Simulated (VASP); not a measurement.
A convergence study with VASP on Al (fcc): one setting is varied, all else stays as given below, so the limit is that of these other settings. Each run relaxes cell and ions from the cell shown.

```
Al
1.0
    0.00000     2.02500     2.02500
    2.02500     0.00000     2.02500
    2.02500     2.02500     0.00000
Al
1
Direct
  0.00000   0.00000   0.00000
```

Calculation: PBEsol GGA, VASP's PBE PAW potentials (set 64) (plane waves; VASP 6.6.1). The tightest run used: 550 eV cut-off, 20×20×20 Γ-centred mesh, first-order Methfessel-Paxton smearing of 0.10 eV, potentials Al.

Task: The settings run are 2×2×2 mesh; 3×3×3 mesh; 4×4×4 mesh; 5×5×5 mesh; 6×6×6 mesh; 7×7×7 mesh; 8×8×8 mesh; 9×9×9 mesh; 10×10×10 mesh; 11×11×11 mesh; 12×12×12 mesh; 14×14×14 mesh; 15×15×15 mesh; 16×16×16 mesh; 17×17×17 mesh; 18×18×18 mesh; 19×19×19 mesh; 20×20×20 mesh. From which on does the relaxed volume stay within 0.05 Å³/atom of the tightest run?

Result: From 14×14×14 mesh on: it is off by 0.039 there and by no more than 0.05 in any finer run, while 12×12×12 mesh is off by 0.067.
```tsv
setting	relaxed volume (Å³/atom)	E (eV/atom)	irreducible k-points	difference judged (Å³/atom)
2×2×2 mesh	15.490	-4.7814	3	0.693
3×3×3 mesh	16.105	-3.5088	4	0.078
4×4×4 mesh	16.349	-3.7933	8	0.166
5×5×5 mesh	16.588	-4.0282	10	0.405
6×6×6 mesh	16.314	-4.1558	16	0.131
7×7×7 mesh	16.056	-4.1387	20	0.127
8×8×8 mesh	16.221	-4.0849	29	0.038
9×9×9 mesh	16.285	-4.0606	35	0.102
10×10×10 mesh	16.103	-4.0722	47	0.080
11×11×11 mesh	16.211	-4.0993	56	0.028
12×12×12 mesh	16.250	-4.0995	72	0.067
14×14×14 mesh	16.144	-4.0850	104	0.039
15×15×15 mesh	16.167	-4.0922	120	0.016
16×16×16 mesh	16.188	-4.0980	145	0.005
17×17×17 mesh	16.181	-4.0940	165	0.001
18×18×18 mesh	16.194	-4.0890	195	0.011
19×19×19 mesh	16.191	-4.0873	220	0.008
20×20×20 mesh	16.183	-4.0914	256	0.000
```

Left out are rungs that failed or repeat a setting and relaxations that didn't move; long series are thinned to 24 rows.

The compound is Al in the fcc structure.
